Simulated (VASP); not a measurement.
# CsNiN: hyperfine terms and field gradients, part 2 of 4

Aim: the hyperfine contact terms and the field gradients at the nuclei of CsNiN, by functional. The start is a computed cell from the Materials Project.

VASP 6.6.1, plane waves and PAW; the level of theory is named at each step.

So far: Starting point; Local probes at LDA.

**2. Local probes at LDA (continued)**

Level of this step: LDA, DFT+U (Ni d 3 eV), spin-polarised from a ferromagnetic start; plane waves and PAW (Cs_sv, Ni, N) (VASP).

OUTCAR, selected parts (step 2):

```text
ion  position               nearest neighbor table
   1  0.667  0.333  0.250-
   2  0.667  0.333  0.750-
   3  0.333  0.667  0.000-   5 1.72   6 1.72
   4  0.333  0.667  0.500-   5 1.72   6 1.72
   5  0.333  0.667  0.250-   3 1.72   4 1.72
   6  0.333  0.667  0.750-   3 1.72   4 1.72

  LATTYP: Found a hexagonal cell.
 ALAT       =     5.5369659567
 C/A-ratio  =     1.2449623230

 Subroutine GETGRP returns: Found 12 space group operations
 (whereof 12 operations were pure point group operations)

The static configuration has the point symmetry D_3h.

 Found     21 irreducible k-points:

   k-points           NKPTS =     21   k-points in BZ     NKDIM =     21   number of bands    NBANDS=     35

   dimension x,y,z NGX =    48 NGY =   48 NGZ =   54
   dimension x,y,z NGXF=    96 NGYF=   96 NGZF=  108

   ENCUT  =  560.0 eV  41.16 Ry    6.42 a.u.  10.68 10.68 13.30*2*pi/ulx,y,z

   NELECT =      48.0000    total number of electrons

 k-points in reciprocal lattice and weights: Automatic mesh
   0.00000000  0.00000000  0.00000000       0.007
   0.16666667 -0.00000000  0.00000000       0.042
   0.33333333 -0.00000000  0.00000000       0.042
   0.50000000  0.00000000  0.00000000       0.021
   0.16666667  0.16666667  0.00000000       0.042
   0.33333333  0.16666667  0.00000000       0.083
   0.33333333  0.33333333  0.00000000       0.014
   0.00000000  0.00000000  0.25000000       0.014
   0.16666667 -0.00000000  0.25000000       0.083
[...]
0.33333333  0.16666667  0.50000000       0.083
   0.33333333  0.33333333  0.50000000       0.014

atom =   3  type =  2  l = 2

 onsite density matrix

spin component  1

  0.9412 -0.0000  0.0000 -0.0000 -0.0000
 -0.0000  0.8137 -0.0000 -0.0000  0.0000
  0.0000 -0.0000  0.8785 -0.0000  0.0000
 -0.0000 -0.0000 -0.0000  0.8137  0.0000
 -0.0000  0.0000  0.0000  0.0000  0.9412

spin component  2

  0.9393  0.0000  0.0000 -0.0000 -0.0000
  0.0000  0.6754 -0.0000 -0.0000  0.0000
  0.0000 -0.0000  0.8696  0.0000  0.0000
 -0.0000 -0.0000  0.0000  0.6754  0.0000
 -0.0000  0.0000  0.0000  0.0000  0.9393

 occupancies and eigenvectors

  o =  0.6754  v =  0.0000  0.0000  0.0000  0.0000  0.0000 -0.0000 -0.6474  0.0000 -0.7621 -0.0000      0.0000  0.0000  0.0000  0.0000  0.0000  0.0000  0.0000  0.0000  0.0000  0.0000
  o =  0.6754  v =  0.0000  0.0000  0.0000  0.0000  0.0000 -0.0000  0.7621 -0.0000 -0.6474  0.0000      0.0000  0.0000  0.0000  0.0000  0.0000  0.0000  0.0000  0.0000  0.0000  0.0000
  o =  0.8137  v = -0.0000 -0.6474  0.0000 -0.7621  0.0000  0.0000  0.0000  0.0000  0.0000  0.0000      0.0000  0.0000  0.0000  0.0000  0.0000  0.0000  0.0000  0.0000  0.0000  0.0000
  o =  0.8137  v = -0.0000  0.7621 -0.0000 -0.6474 -0.0000  0.0000  0.0000  0.0000  0.0000  0.0000      0.0000  0.0000  0.0000  0.0000  0.0000  0.0000  0.0000  0.0000  0.0000  0.0000
  o =  0.8696  v =  0.0000  0.0000  0.0000  0.0000  0.0000  0.0000 -0.0000 -1.0000 -0.0000  0.0000      0.0000  0.0000  0.0000  0.0000  0.0000  0.0000  0.0000  0.0000  0.0000  0.0000
  o =  0.8785  v =  0.0000 -0.0000 -1.0000  0.0000  0.0000  0.0000  0.0000  0.0000  0.0000  0.0000      0.0000  0.0000  0.0000  0.0000  0.0000  0.0000  0.0000  0.0000  0.0000  0.0000
  o =  0.9393  v =  0.0000  0.0000  0.0000  0.0000  0.0000  0.2189 -0.0000  0.0000  0.0000  0.9757      0.0000  0.0000  0.0000  0.0000  0.0000  0.0000  0.0000  0.0000  0.0000  0.0000
  o =  0.9393  v =  0.0000  0.0000  0.0000  0.0000  0.0000  0.9757  0.0000  0.0000 -0.0000 -0.2189      0.0000  0.0000  0.0000  0.0000  0.0000  0.0000  0.0000  0.0000  0.0000  0.0000
  o =  0.9412  v =  0.0369  0.0000  0.0000 -0.0000  0.9993  0.0000  0.0000  0.0000  0.0000  0.0000      0.0000  0.0000  0.0000  0.0000  0.0000  0.0000  0.0000  0.0000  0.0000  0.0000
  o =  0.9412  v = -0.9993  0.0000 -0.0000 -0.0000  0.0369  0.0000  0.0000  0.0000  0.0000  0.0000      0.0000  0.0000  0.0000  0.0000  0.0000  0.0000  0.0000  0.0000  0.0000  0.0000

atom =   4  type =  2  l = 2

 onsite density matrix

spin component  1

  0.9412 -0.0000  0.0000 -0.0000 -0.0000
 -0.0000  0.8137 -0.0000 -0.0000  0.0000
  0.0000 -0.0000  0.8785  0.0000  0.0000
 -0.0000 -0.0000  0.0000  0.8137  0.0000
 -0.0000  0.0000  0.0000  0.0000  0.9412

spin component  2

  0.9393 -0.0000  0.0000 -0.0000 -0.0000
 -0.0000  0.6754  0.0000 -0.0000  0.0000
  0.0000  0.0000  0.8696  0.0000  0.0000
 -0.0000 -0.0000  0.0000  0.6754  0.0000
 -0.0000  0.0000  0.0000  0.0000  0.9393

 occupancies and eigenvectors

  o =  0.6754  v =  0.0000  0.0000  0.0000  0.0000  0.0000 -0.0000 -0.6474  0.0000 -0.7621 -0.0000      0.0000  0.0000  0.0000  0.0000  0.0000  0.0000  0.0000  0.0000  0.0000  0.0000
  o =  0.6754  v =  0.0000  0.0000  0.0000  0.0000  0.0000 -0.0000  0.7621  0.0000 -0.6474  0.0000      0.0000  0.0000  0.0000  0.0000  0.0000  0.0000  0.0000  0.0000  0.0000  0.0000
  o =  0.8137  v = -0.0000 -0.6474  0.0000 -0.7621  0.0000  0.0000  0.0000  0.0000  0.0000  0.0000      0.0000  0.0000  0.0000  0.0000  0.0000  0.0000  0.0000  0.0000  0.0000  0.0000
  o =  0.8137  v = -0.0000  0.7621 -0.0000 -0.6474 -0.0000  0.0000  0.0000  0.0000  0.0000  0.0000      0.0000  0.0000  0.0000  0.0000  0.0000  0.0000  0.0000  0.0000  0.0000  0.0000
  o =  0.8696  v =  0.0000  0.0000  0.0000  0.0000  0.0000  0.0000 -0.0000 -1.0000 -0.0000  0.0000      0.0000  0.0000  0.0000  0.0000  0.0000  0.0000  0.0000  0.0000  0.0000  0.0000
  o =  0.8785  v =  0.0000 -0.0000 -1.0000 -0.0000  0.0000  0.0000  0.0000  0.0000  0.0000  0.0000      0.0000  0.0000  0.0000  0.0000  0.0000  0.0000  0.0000  0.0000  0.0000  0.0000
  o =  0.9393  v =  0.0000  0.0000  0.0000  0.0000  0.0000 -0.3138 -0.0000 -0.0000 -0.0000  0.9495      0.0000  0.0000  0.0000  0.0000  0.0000  0.0000  0.0000  0.0000  0.0000  0.0000
  o =  0.9393  v =  0.0000  0.0000  0.0000  0.0000  0.0000 -0.9495  0.0000 -0.0000  0.0000 -0.3138      0.0000  0.0000  0.0000  0.0000  0.0000  0.0000  0.0000  0.0000  0.0000  0.0000
  o =  0.9412  v =  0.0896  0.0000  0.0000  0.0000  0.9960  0.0000  0.0000  0.0000  0.0000  0.0000      0.0000  0.0000  0.0000  0.0000  0.0000  0.0000  0.0000  0.0000  0.0000  0.0000
  o =  0.9412  v = -0.9960  0.0000 -0.0000  0.0000  0.0896  0.0000  0.0000  0.0000  0.0000  0.0000      0.0000  0.0000  0.0000  0.0000  0.0000  0.0000  0.0000  0.0000  0.0000  0.0000

 the core state eigenenergies are
   1-  1s -35784.2232  2s  -5607.6182  2p  -5029.0117  3s  -1161.0428  3p   -974.9435
       3d   -702.0415  4s   -214.2001  4p   -154.7246  4d    -68.2074
   2-  1s -35784.2232  2s  -5607.6182  2p  -5029.0117  3s  -1161.0428  3p   -974.9435
       3d   -702.0415  4s   -214.2001  4p   -154.7246  4d    -68.2074
   3-  1s  -8202.8916  2s   -972.9789  2p   -835.8466  3s   -101.5002  3p    -61.8768

   4-  1s  -8202.8916  2s   -972.9789  2p   -835.8466  3s   -101.5002  3p    -61.8768

   5-  1s   -375.6332
   6-  1s   -375.6332

 E-fermi :   0.9779

 spin component 1
 k-point     1 :       0.0000    0.0000    0.0000
  band No.  band energies     occupation
    ...
     20      -0.8702      1.00000
     21      -0.8702      1.00000
     22      -0.7995      1.00000
     23      -0.7995      1.00000
     24       0.0146      1.00000
     25       2.0776      0.00000
     26       2.0776      0.00000
     27       2.7796      0.00000
     28       3.9640      0.00000
     29       3.9640      0.00000
    ...

 k-point     2 :       0.1667   -0.0000    0.0000
  band No.  band energies     occupation
    ...
     20      -0.8627      1.00000
     21      -0.8591      1.00000
     22      -0.8104      1.00000
     23      -0.8005      1.00000
     24      -0.0709      1.00000
     25       2.0649      0.00000
     26       2.1103      0.00000
     27       2.9383      0.00000
     28       3.7595      0.00000
     29       3.9936      0.00000
    ...

 k-point     3 :       0.3333   -0.0000    0.0000
  band No.  band energies     occupation
    ...
     20      -0.8508      1.00000
     21      -0.8362      1.00000
     22      -0.8332      1.00000
     23      -0.8084      1.00000
     24      -0.2454      1.00000
     25       2.0625      0.00000
     26       2.1787      0.00000
     27       3.2550      0.00000
     28       3.4366      0.00000
     29       3.8554      0.00000
    ...

 k-point     4 :       0.5000    0.0000    0.0000
  band No.  band energies     occupation
    ...
     20      -0.8824      1.00000
     21      -0.8297      1.00000
     22      -0.8244      1.00000
     23      -0.8056      1.00000
     24      -0.3410      1.00000
     25       2.0720      0.00000
     26       2.2146      0.00000
     27       3.3014      0.00000
     28       3.4263      0.00000
     29       3.7355      0.00000
    ...

 k-point     5 :       0.1667    0.1667    0.0000
  band No.  band energies     occupation
    ...
     20      -0.8492      1.00000
     21      -0.8381      1.00000
     22      -0.8362      1.00000
     23      -0.8012      1.00000
     24      -0.1964      1.00000
     25       2.0585      0.00000
     26       2.1641      0.00000
     27       3.1739      0.00000
     28       3.2789      0.00000
     29       4.2693      0.00000
    ...

 k-point     6 :       0.3333    0.1667    0.0000
  band No.  band energies     occupation
    ...
     20      -0.8796      1.00000
     21      -0.8299      1.00000
     22      -0.8028      1.00000
     23      -0.7992      1.00000
     24      -0.3244      1.00000
     25       2.0684      0.00000
     26       2.2217      0.00000
     27       2.8676      0.00000
     28       3.4345      0.00000
     29       4.0459      0.00000
    ...

  Total       -2.4727226     -2.4727226     -9.3288630      0.0000000      0.0000000     -0.0000000
  in kB      -21.6462955    -21.6462955    -81.6651754      0.0000000      0.0000000     -0.0000000
  external PRESSURE =     -41.6525888 kB  Pullay stress =       0.0000000 kB

  energy-cutoff  :      560.00
  volume of cell :      183.02
      direct lattice vectors                 reciprocal lattice vectors
     5.536965957  0.000000000  0.000000000     0.180604325  0.104271956  0.000000000
    -2.768482978  4.795153178  0.000000000     0.000000000  0.208543911  0.000000000
     0.000000000  0.000000000  6.893314000     0.000000000  0.000000000  0.145068105

 POSITION                                       TOTAL-FORCE (eV/Angst)
 -----------------------------------------------------------------------------------
      2.76848      1.59838      1.72333        -0.000000      0.000000     -0.000000
      2.76848      1.59838      5.16999        -0.000000      0.000000     -0.000000
     -0.00000      3.19677      0.00000         0.000000     -0.000000     -0.000000
     -0.00000      3.19677      3.44666         0.000000     -0.000000     -0.000000
     -0.00000      3.19677      1.72333        -0.000000     -0.000000     -0.000000
     -0.00000      3.19677      5.16999        -0.000000     -0.000000      0.000000
 -----------------------------------------------------------------------------------
    total drift:                                0.000000     -0.000000     -0.000000

  FREE ENERGIE OF THE ION-ELECTRON SYSTEM (eV)
  ---------------------------------------------------
  free  energy   TOTEN  =       -28.8765444744 eV

  energy  without entropy=      -28.8657684249  energy(sigma->0) =      -28.87115645

 Electric field gradients after diagonalization (V/A^2)
 (convention: |V_zz| > |V_xx| > |V_yy|)
----------------------------------------------------------------------
 ion       V_xx      V_yy      V_zz     asymmetry (V_yy - V_xx)/ V_zz
----------------------------------------------------------------------
   1     -72.165   -72.164   144.329       0.000
   2     -72.165   -72.164   144.329       0.000
   3      25.219    25.218   -50.437       0.000
   4      25.219    25.218   -50.437       0.000
   5      38.473    38.472   -76.946       0.000
   6      38.473    38.472   -76.946       0.000
----------------------------------------------------------------------

 Fermi contact (isotropic) hyperfine coupling parameter (MHz)
 -------------------------------------------------------------
  ion      A_pw      A_1PS     A_1AE     A_1c      A_tot
 -------------------------------------------------------------
   1      -0.025    -0.025     3.915     0.048     3.915
   2      -0.025    -0.025     3.915     0.048     3.915
   3       9.332     9.322     1.650    -7.843     1.659
   4       9.332     9.322     1.650    -7.843     1.659
   5       1.642     1.643     2.134    -2.243     2.133
   6       1.642     1.643     2.134    -2.243     2.133
 -------------------------------------------------------------

 Total hyperfine coupling parameters after diagonalization (MHz)
 (convention: |A_zz| > |A_xx| > |A_yy|)
 ----------------------------------------------------------------------
  ion      A_xx      A_yy      A_zz     asymmetry (A_yy - A_xx)/ A_zz
 ----------------------------------------------------------------------
   1       4.302     3.141     4.302      -0.270
   2       4.302     3.141     4.302      -0.270
   3      -2.048    -2.048     9.074       0.000
   4      -2.048    -2.048     9.074       0.000
   5       3.055     0.289     3.055      -0.905
   6       3.055     0.289     3.055      -0.905
 ---------------------------------------------------------------------

 total charge
# of ion       s       p       d       tot
------------------------------------------
    1        1.886   4.652   0.053   6.590
    2        1.886   4.652   0.053   6.590
    3        0.616   0.614   8.454   9.684
    4        0.616   0.614   8.454   9.684
    5        1.262   2.318   0.000   3.580
    6        1.262   2.318   0.000   3.580
--------------------------------------------------
tot          7.528  15.167  17.014  39.709

 magnetization (x)
# of ion       s       p       d       tot
------------------------------------------
    1        0.000   0.003   0.002   0.005
    2        0.000   0.003   0.002   0.005
    3       -0.001   0.017   0.290   0.305
    4       -0.001   0.017   0.290   0.305
    5        0.001   0.085   0.000   0.086
    6        0.001   0.085   0.000   0.086
--------------------------------------------------
tot          0.002   0.209   0.583   0.794

[... 6 further parts left out ...]
```

The magnetic state follows from one typed start and may not be the lowest. The k-mesh is coarse for a metal. These are scalar-relativistic Kohn-Sham levels of the ground state, with no core hole, so they are not binding energies. The PAW data sets were made with PBE, though LDA sets exist; this is a small mismatch.

Numbers from this step:

```
free energy (TOTEN)                               : -28.88 eV
energy at zero smearing                           : -28.87 eV
Fermi energy                                      : 0.9779 eV
pressure                                          : -4.165 GPa
moment of the cell, from the last line of the log : 0.9457 μB
```

Spin moment in the PAW sphere by atom:

```
atom  spin moment in the PAW sphere (μB)
 Cs1                               0.005
 Cs2                               0.005
 Ni3                               0.305
 Ni4                               0.305
  N5                               0.086
  N6                               0.086
```

For a gyromagnetic ratio of 1 MHz/T at every nucleus. The program has divided the terms by the spin of the whole cell, so they fall as a cell holds more magnetic ions. A_tot leaves out the core's term, which the program lists beside it. Hyperfine Fermi contact, by row:

```
atom  A_tot (MHz)  core term A_1c (MHz)  contact term, their sum (MHz)
 Cs1        3.915                 0.048                          3.963
 Cs2        3.915                 0.048                          3.963
 Ni3        1.659                -7.843                         -6.184
 Ni4        1.659                -7.843                         -6.184
  N5        2.133                -2.243                          -0.11
  N6        2.133                -2.243                          -0.11
```

The two shallowest core shells; atoms whose shallowest level rounds to another's at 0.01 eV are left out. Core levels, by row:

```
atom  shell  level below the Fermi level (eV)
 Cs1     4p                             155.7
 Cs1     4d                             69.19
 Ni3     3s                             102.5
 Ni3     3p                             62.85
  N5     1s                             376.6
```

Ordered as |Vzz| ≥ |Vxx| ≥ |Vyy|, the program's way. Electric field gradients, by row:

```
atom  Vxx (V/Å²)  Vyy (V/Å²)  Vzz (V/Å²)  asymmetry
 Cs1      -72.17      -72.16       144.3          0
 Cs2      -72.17      -72.16       144.3          0
 Ni3       25.22       25.22      -50.44          0
 Ni4       25.22       25.22      -50.44          0
  N5       38.47       38.47      -76.95          0
  N6       38.47       38.47      -76.95          0
```

The largest gradient is 144.3 V/Å², at Cs1.

(Part 2 of 4 ends here.)

[Lines on the potential files, build, host, timing and source positions are cut from VASP's logs without a mark.]

[Logs are printed without paths, hosts, clocks, repeated set-up lines and the standing remarks that a program may print on its own settings, such as how far it seeks lower states.]

[Hosts, paths, dates, database ids (printed as entryN), source tags and the programs' standing remarks are cut or masked in the printed files.]
